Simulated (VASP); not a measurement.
Data:

```
Gd
1.0
    1.85130    -3.20655     0.00000
    1.85130     3.20655     0.00000
    0.00000     0.00000     5.89560
Gd
2
Direct
  0.33333   0.66667   0.25000
  0.66667   0.33333   0.75000
```

All values below come from PBE GGA, VASP's PBE PAW potentials (set 64) (plane waves; VASP). Settings: 400 eV cut-off, 10×10×6 Γ-centred mesh, first-order Methfessel-Paxton smearing of 0.10 eV, potentials Gd_3.

The 4f electrons are frozen in the core of the lanthanide potential, so 4f levels, which can set the real gap, and their magnetism are missing.

Q: Estimate the energy per atom (σ→0), pressure, band gap (on the k-mesh) with the smallest direct gap where there is one.

A: 
- band gap (on the k-mesh) = none (metal, semimetal or under 0.01 eV)
- energy per atom (σ→0) = -4.567 eV/atom
- pressure = -2.14 GPa

The absolute energy has meaning only against runs of the same code, potentials and settings.

The compound is Gd in the hcp structure. The cell was not relaxed at this level.
